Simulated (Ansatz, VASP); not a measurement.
## BaZrO3 in two plane-wave programs

Aim: how closely do two programs agree when they are given the same cell, functional and k mesh? The cell is taken from a series of runs on this material, whose earlier steps may have relaxed or scaled it; both programs get it as it stands.

Main program and level: Ansatz 0.2.0; plane waves, with VASP 6.6.1 beside it; single point at PBE.

## (1) The starting structure

It takes space group Pm-3m (No. 221, cubic). The conventional cell has a = 4.191 Å, b = 4.191 Å, c = 4.191 Å, α = 90.00°, β = 90.00°, γ = 90.00°. Nearest to Ba lie 12 O at 2.96 Å. Nearest to Zr lie 6 O at 2.10 Å. O has 2 Zr at 2.10 Å and 4 Ba at 2.96 Å nearest. Farther neighbours and most contacts between anions are not listed.

## (2) Ansatz: single point, PBE

Ansatz runs on its default PAW (the set named soft_2) files.

With cell and atoms fixed, the geometry can't cause a difference; cores, projectors, grids and the points listed under the comparison can.

Input file input.yaml:

```yaml
crystal:
  lattice:
    - [4.19134, 0.0, 0.0]
    - [0.0, 4.19134, 0.0]
    - [0.0, 0.0, 4.19134]
  atoms:
    - { symbol: Ba, position: [0.0, 0.0, 0.0] }
    - { symbol: Zr, position: [0.5, 0.5, 0.5] }
    - { symbol: O, position: [0.5, 0.5, 0.0] }
    - { symbol: O, position: [0.5, 0.0, 0.5] }
    - { symbol: O, position: [0.0, 0.5, 0.5] }
hamiltonian:
  xc: pbe
  pseudopotentials: { kind: paw }
kpoints:
  mp_grid: { grid: [5, 5, 5] }
scf:
  occupations: { method: gaussian, width: 0.01 }
  n_extra_bands: 5
output:
  forces: true
  stress: true
  eigenvalues: true
  write_density: true
  write_potential: true
  elf: true
  volumetric_format: npy
```

The run is started by

```
$ ansatz run input.yaml --threads 2 --pin off --max-ram 4608MiB --backend cpu --events-out ev --progress --plain --runs-dir out
```

Numbers of over 12 decimals in the logs are rounded to 6 here.

The program printed:

```text
scf.n_extra_bands = 5 over 20 filled bands (N_el = 40.0): the run solves 25 bands
Engine: ansatz 0.2.0, x86_64-unknown-linux-gnu
Pseudopotentials: kind: paw
Pseudopotential: Ba, paw, valence charge 10, recommended cutoff 420 eV (normal), Ba.paw.azcp
Pseudopotential: Zr, paw, valence charge 12, recommended cutoff 420 eV (normal), Zr.paw.azcp
Pseudopotential: O, paw, valence charge 6, recommended cutoff 420 eV (normal), O.paw.azcp
Functional definition: PBE
  parameter kappa = 0.804
  parameter beta = 0.066725
  exchange = pbe_x(kappa = kappa, mu = beta*pi^2/3)
  correlation = pbe_c(beta = beta)
Crystal: 5 atoms, lattice volume = 73.631 Å³
Basis set: ecut = 420 eV, 1419 PW (Γ), exchange–correlation on 60×60×60 points (8 copies of the dense FFT grid, shifted against one another)
Bands: 25, of which v1, the nominal top of the filled ones, is band 20 counted from 1 (19 counted from 0)
Symmetry: 48 space group operations
Space group: Pm-3m (ITA 221), of the structure as read, at distance tolerance 4.2e-5 Å
k-points: 10 of 125
Non-local potential: Ba, projectors of the file, l = 0: 3, l = 1: 2, l = 2: 2, l = 3: 2
Non-local potential: Zr, projectors of the file, l = 0: 3, l = 1: 2, l = 2: 2, l = 3: 2
Non-local potential: O, projectors of the file, l = 0: 2, l = 1: 2, l = 2: 1
PAW form: soft (Blöchl's): semilocal exchange-correlation on the pseudo side does not see the compensation charge
PAW one-centre angular grid: Ba, 194 points (default); XC on 64 Gauss nodes
PAW one-centre angular grid: Zr, 590 points (default); XC on 64 Gauss nodes
PAW one-centre angular grid: O, 110 points (default); XC on 64 Gauss nodes
Initial density: superposition of atomic densities (neutral atoms: chi_scale 0, normalization atom), corrected by the library's trained network
Initial wavefunctions: pseudopotential atomic-orbital guess
Functional: x = pbe(κ = 0.804, μ = 0.219515), c = pbe(β = 0.066725)
SCF iter   1: F=—  HF=-11844.670037 eV  |F-HF|=—  |Δ(HF+E_count)|=         —  Δρ=7.98e-4  dr2=2.03e-4  ethr=1.77e-3  ⟨swp⟩=7.0  Hψ=1300  notcnv=0
preconditioner: auto → Resta (q_TF=auto, 2.464 Å⁻¹)  ε∞=3.7  [insulator: Δε(μ)=3.333 eV  Ē_g=16.141 eV  σ=0.010 eV  W_gap=1.00  n_scr=18 (ndim 8)  ℏωp=26.7 eV  f_vac=0.000  D(μ)=0.00/eV (n_scr^D=0)  ε∞_Penn≈3.7]
SCF iter   2: F=—  HF=-11844.669886 eV  |F-HF|=—  |Δ(HF+E_count)|=   1.51e-4  Δρ=4.32e-4  dr2=6.19e-5  ethr=5.08e-7  ⟨swp⟩=2.7  Hψ=638  notcnv=0  defer=10
SCF iter   3: F=—  HF=-11844.669943 eV  |F-HF|=—  |Δ(HF+E_count)|=   5.72e-5  Δρ=3.12e-4  dr2=5.21e-5  ethr=1.55e-7  ⟨swp⟩=2.0  Hψ=400  notcnv=0  defer=10
SCF iter   4: F=—  HF=-11844.669934 eV  |F-HF|=—  |Δ(HF+E_count)|=   8.45e-6  Δρ=8.81e-5  dr2=1.85e-6  ethr=1.30e-7  ⟨swp⟩=2.0  Hψ=348  notcnv=0  defer=10
iter 5 did not close the SCF: its close was put off for the readings that it lacked (scf_convergence_deferred on its scf_iter line)
SCF iter   5: F=-11844.669940 eV  HF=-11844.669940 eV  |F-HF|=3.53e-8  |Δ(HF+E_count)|=   5.74e-6  Δρ=8.69e-6  dr2=3.38e-8  ethr=4.62e-9  ⟨swp⟩=2.1  Hψ=418  notcnv=0  defer=10
SCF iter   6: F=-11844.669940 eV  HF=-11844.669940 eV  |F-HF|=1.36e-9  |Δ(HF+E_count)|=   4.56e-8  Δρ=1.72e-6  dr2=1.82e-9  ethr=8.44e-11  ⟨swp⟩=10.7  Hψ=1875  notcnv=0
SCF 1 converged in 6 iterations: F = -11844.669940 eV  dr2 = 1.82e-9
  greatest PAW one-centre occupation: 0.995 electrons in one spin orbital (limit 2), on the Zr atom at site 1 (counted from 0), in its partial waves of l = 0
SCF converged after 6 iterations
Free energy (F): -11844.669940 eV
Harris-Foulkes:  -11844.669940 eV  (|F-HF|=1.36e-9)
Internal energy: -11844.669940 eV  (E = F + TS)
E sigma→0 (E₀):  -11844.669940 eV
Fermi energy:    11.397343 eV
--- Per-component energies (eV) ---
  E_band       = -90.944194
  E_kinetic    = 1034.024570
  E_local      = -1940.223354  (includes V_loc(G=0)·N_el)
  E_nonlocal   = 275.975811
  E_hartree    = 688.070394
  E_xc         = -556.320663
  E_vxc        = -615.807657  (∫ρ·V_xc dr)
  E_paw        = -8652.427073  (= ΣΔE_a)
  E_vpaw       = -221.061317  (= ΣTr[D̂ρ^β])
  E_aug_tail   = 0.007365  (compensation charges beyond the density's cutoff)
  E_ewald      = -2693.776990
  E_smearing   = -0.000000  (= −TS)
  E_closure    = -0.000000  (closes the sum)
  Σ components = -11844.669940   (vs F -11844.669940, Δ=0.00e0)
--- Forces (eV/Å), atoms counted from 1 ---
  atom   1  Ba    -0.00000000     0.00000000    -0.00000000
  atom   2  Zr     0.00000000     0.00000000    -0.00000000
  atom   3  O     -0.00000000    -0.00000000    -0.00000000
  atom   4  O     -0.00000000    -0.00000000     0.00000000
  atom   5  O      0.00000000     0.00000000     0.00000000
  max |Σ_I F_I| component: 3.26e-29 eV/Å
--- Stress (GPa, compression-positive) ---
        4.053724      -0.000000       0.000000
       -0.000000       4.053724       0.000000
        0.000000       0.000000       4.053724
  P = ⅓ Tr σ = 4.0537 GPa (40.537 kbar)
--- Band table (eV; the first three rows and the last of 10) ---
  k-point 0: bands = [... 16 lower, 8.8324, 9.6347, 9.6347, 9.6347, 13.0698, 13.0698, 13.0698, 14.5808, ... 1 higher]
  k-point 1: bands = [... 16 lower, 8.5869, 8.8128, 9.5230, 9.5230, 13.1838, 13.8901, 13.8901, 15.1542, ... 1 higher]
  k-point 2: bands = [... 16 lower, 8.1633, 8.2457, 9.4180, 9.4180, 13.3959, 15.2758, 15.2758, 16.1534, ... 1 higher]
  k-point 9: bands = [... 16 lower, 7.3593, 9.6142, 9.6142, 9.7248, 15.8525, 16.0132, 16.0132, 16.8270, ... 1 higher]
```

Reading the cycles: dr2 is the Hartree energy of the density residual (eV), the measure of convergence; HF is the Harris–Foulkes estimate of the energy, which meets the free energy F at convergence.

The run ends at a pressure of 4.05 GPa.

## (3) VASP: single point, PBE

The same cell, functional, mesh and smearing now go to VASP, with its own data sets and cutoff.

Lines of VASP's logs that name or quote its potential files are left out, and so is its time.

Input file INCAR:

```
SYSTEM = BaZrO3
PREC = Accurate
ENCUT = 520
EDIFF = 1E-06
NELM = 100
ISMEAR = 0
SIGMA = 0.01
LREAL = .FALSE.
ALGO = Normal
GGA = PE
NBANDS = 26
LASPH = .TRUE.
LORBIT = 11
LWAVE = .FALSE.
LCHARG = .FALSE.
KPAR = 2
ISIF = 2
```

Input file POSCAR:

```
BaZrO3
1.0
    4.1913400000      0.0000000000      0.0000000000
    0.0000000000      4.1913400000      0.0000000000
    0.0000000000      0.0000000000      4.1913400000
Ba Zr O
1 1 3
Direct
    0.0000000000      0.0000000000      0.0000000000
    0.5000000000      0.5000000000      0.5000000000
    0.5000000000      0.5000000000      0.0000000000
    0.5000000000      0.0000000000      0.5000000000
    0.0000000000      0.5000000000      0.5000000000
```

Input file KPOINTS:

```
Automatic mesh
0
Gamma
5 5 5
0 0 0
```

Potentials, in the order of the species: Ba_sv, Zr_sv and O (PBE family, release 64).

The run is started by

```
$ mpirun -np 2 vasp_std
```

The program printed:

```text
[banner, memory and clock lines left out]
running    2 mpi-ranks, on    1 nodes
 distrk:  each k-point on    1 cores,    2 groups
 distr:  one band on    1 cores,    1 groups

 POSCAR found type information on POSCAR BaZrO
 POSCAR found :  3 types and       5 ions
 LDA part: xc-table for (Slater+PW92), standard interpolation
 POSCAR, INCAR and KPOINTS ok, starting setup
 FFT: planning ... GRIDC
 FFT: planning ... GRID_SOFT
 FFT: planning ... GRID
 WAVECAR not read
 entering main loop
       N       E                     dE             d eps       ncg     rms          rms(c)
DAV:   1     0.310774339863E+03    0.31077E+03   -0.22312E+04   520   0.152E+03
DAV:   2    -0.287797850985E+02   -0.33955E+03   -0.33050E+03   654   0.368E+02
DAV:   3    -0.487433645961E+02   -0.19964E+02   -0.19922E+02   828   0.856E+01
DAV:   4    -0.492504721772E+02   -0.50711E+00   -0.50668E+00   728   0.111E+01
DAV:   5    -0.492590397407E+02   -0.85676E-02   -0.85671E-02   740   0.112E+00    0.289E+01
DAV:   6    -0.417514032435E+02    0.75076E+01   -0.41302E+01   594   0.413E+01    0.128E+01
DAV:   7    -0.417012903483E+02    0.50113E-01   -0.29854E+00   740   0.985E+00    0.785E+00
DAV:   8    -0.416868435541E+02    0.14447E-01   -0.34333E-01   642   0.464E+00    0.706E-01
DAV:   9    -0.416833035186E+02    0.35400E-02   -0.58056E-02   740   0.142E+00    0.503E-01
DAV:  10    -0.416851764043E+02   -0.18729E-02   -0.15424E-02   708   0.108E+00    0.266E-01
DAV:  11    -0.416847713805E+02    0.40502E-03   -0.21539E-03   662   0.400E-01    0.376E-02
DAV:  12    -0.416848249064E+02   -0.53526E-04   -0.17058E-04   630   0.960E-02    0.313E-02
DAV:  13    -0.416848249043E+02    0.21555E-08   -0.22135E-05   778   0.293E-02    0.521E-03
DAV:  14    -0.416848250736E+02   -0.16937E-06   -0.21035E-06   560   0.115E-02
   1 F= -.41684825E+02 E0= -.41684825E+02  d E =-.210493E-13
```

Parts of OUTCAR (step 3):

```text
ion  position               nearest neighbor table
   1  0.000  0.000  0.000-   3 2.96   4 2.96   5 2.96   4 2.96   5 2.96   3 2.96   5 2.96   5 2.96
                             3 2.96   4 2.96   4 2.96   3 2.96   2 3.63   2 3.63   2 3.63   2 3.63
   2  0.500  0.500  0.500-   3 2.10   4 2.10   5 2.10   3 2.10   4 2.10   5 2.10   1 3.63   1 3.63
                             1 3.63   1 3.63   1 3.63   1 3.63   1 3.63   1 3.63
   3  0.500  0.500  0.000-   2 2.10   2 2.10   1 2.96   1 2.96   1 2.96   1 2.96
   4  0.500  0.000  0.500-   2 2.10   2 2.10   1 2.96   1 2.96   1 2.96   1 2.96
   5  0.000  0.500  0.500-   2 2.10   2 2.10   1 2.96   1 2.96   1 2.96   1 2.96

  LATTYP: Found a simple cubic cell.
 ALAT       =     4.1913400000

 Subroutine GETGRP returns: Found 48 space group operations
 (whereof 48 operations were pure point group operations)

The static configuration has the point symmetry O_h .

 Found     10 irreducible k-points:

   k-points           NKPTS =     10   k-points in BZ     NKDIM =     10   number of bands    NBANDS=     26

   dimension x,y,z NGX =    32 NGY =   32 NGZ =   32
   dimension x,y,z NGXF=    64 NGYF=   64 NGZF=   64

   ENCUT  =  520.0 eV  38.22 Ry    6.18 a.u.   7.79  7.79  7.79*2*pi/ulx,y,z

   NELECT =      40.0000    total number of electrons

 k-points in reciprocal lattice and weights: Automatic mesh
   0.00000000  0.00000000  0.00000000       0.008
   0.20000000  0.00000000  0.00000000       0.048
   0.40000000  0.00000000  0.00000000       0.048
   0.20000000  0.20000000  0.00000000       0.096
   0.40000000  0.20000000  0.00000000       0.192
   0.40000000  0.40000000  0.00000000       0.096
   0.20000000  0.20000000  0.20000000       0.064
   0.40000000  0.20000000  0.20000000       0.192
   0.40000000  0.40000000  0.20000000       0.192
   0.40000000  0.40000000  0.40000000       0.064

 average (electrostatic) potential at core
       1 -33.5721       2 -78.1331       3 -69.3294       4 -69.3294       5 -69.3294

 E-fermi :   3.7338

 k-point     1 :       0.0000    0.0000    0.0000
  band No.  band energies     occupation
    ...
     16       2.8050      2.00000
     17       2.8050      2.00000
     18       3.5654      2.00000
     19       3.5654      2.00000
     20       3.5654      2.00000
     21       6.9780      0.00000
     22       6.9780      0.00000
     23       6.9780      0.00000
     24       8.4436      0.00000
     25       8.4436      0.00000
    ...

 k-point     2 :       0.2000    0.0000    0.0000
  band No.  band energies     occupation
    ...
     16       2.4752      2.00000
     17       2.5359      2.00000
     18       2.7392      2.00000
     19       3.4541      2.00000
     20       3.4541      2.00000
     21       7.1139      0.00000
     22       7.8122      0.00000
     23       7.8122      0.00000
     24       9.0397      0.00000
     25       9.0726      0.00000
    ...

 k-point     3 :       0.4000    0.0000    0.0000
  band No.  band energies     occupation
    ...
     16       2.1064      2.00000
     17       2.1064      2.00000
     18       2.1663      2.00000
     19       3.3491      2.00000
     20       3.3491      2.00000
     21       7.3732      0.00000
     22       9.2190      0.00000
     23       9.2190      0.00000
     24      10.0377      0.00000
     25      10.2445      0.00000
    ...

  Total        2.3438774      2.3438774      2.3438774      0.0000000      0.0000000      0.0000000
  in kB       51.0019514     51.0019514     51.0019514      0.0000000      0.0000000      0.0000000
  external PRESSURE =      51.0019514 kB  Pullay stress =       0.0000000 kB

  energy-cutoff  :      520.00
  volume of cell :       73.63
      direct lattice vectors                 reciprocal lattice vectors
     4.191340000  0.000000000  0.000000000     0.238587182  0.000000000  0.000000000
     0.000000000  4.191340000  0.000000000     0.000000000  0.238587182  0.000000000
     0.000000000  0.000000000  4.191340000     0.000000000  0.000000000  0.238587182

 POSITION                                       TOTAL-FORCE (eV/Angst)
 -----------------------------------------------------------------------------------
      0.00000      0.00000      0.00000         0.000000      0.000000      0.000000
      2.09567      2.09567      2.09567         0.000000      0.000000      0.000000
      2.09567      2.09567      0.00000         0.000000      0.000000      0.000000
      2.09567      0.00000      2.09567         0.000000      0.000000      0.000000
      0.00000      2.09567      2.09567         0.000000      0.000000      0.000000
 -----------------------------------------------------------------------------------
    total drift:                                0.000000     -0.000000     -0.000000

  FREE ENERGIE OF THE ION-ELECTRON SYSTEM (eV)
  ---------------------------------------------------
  free  energy   TOTEN  =       -41.6848250736 eV

  energy  without entropy=      -41.6848250736  energy(sigma->0) =      -41.68482507

 total charge
# of ion       s       p       d       tot
------------------------------------------
    1        2.002   5.634   0.271   7.907
    2        2.200   6.087   1.431   9.718
    3        1.562   3.487   0.000   5.049
    4        1.562   3.487   0.000   5.049
    5        1.562   3.487   0.000   5.049
--------------------------------------------------
tot          8.886  22.183   1.702  32.771

[... 3 further parts left out ...]
```

The run ends at a pressure of 5.10 GPa.

## (4) Differences

Known differences besides the PAW data sets themselves: the cutoff is 420 eV in Ansatz and 520 eV in VASP. Total energies have different zeros and are not compared.

Both answers:

```
              quantity  Ansatz   VASP  difference
        pressure (GPa)    4.05   5.10       -1.05
gap on the k mesh (eV)   3.345  3.293      +0.052
```

Ansatz's pressure holds a Pulay correction of 0.49 GPa; VASP's holds none.

## (5) Further runs

The difference is large enough to ask for its cause, so further runs change the set-up of one program at a time, as the table lists.

```csv
run,difference in pressure (GPa)
as above,-1.0
"VASP with the data sets Ba_sv_GW, Zr_sv_GW and O_GW and a cutoff of 670 eV",0.23
"VASP with the data sets Ba_sv, Zr_sv and O_h and a cutoff of 1230 eV",-0.93
```

## (6) What came out

```yaml
difference_in_pressure_single_point_pbe: -1.0 GPa
difference_in_gap_on_the_k_mesh_single_point_pbe: 0.052 eV
```

The difference in pressure is -1.0 GPa (single point, PBE), at about the 1 GPa picked in this series as the mark of a large difference. For single point, PBE: with VASP with the data sets Ba_sv_GW, Zr_sv_GW and O_GW and a cutoff of 670 eV the difference in pressure shrinks in size, from -1.0 to 0.23 GPa. How closely two codes agree says nothing of how well the functional describes the real material.

[Lines on the potential files, build, host, timing and source positions are cut from VASP's logs without a mark.]

[Logs are printed without paths, hosts, clocks, repeated set-up lines and the standing remarks that a program may print on its own settings, such as how far it seeks lower states.]

[Hosts, paths, dates, database ids (printed as entryN), source tags and the programs' standing remarks are cut or masked in the printed files.]
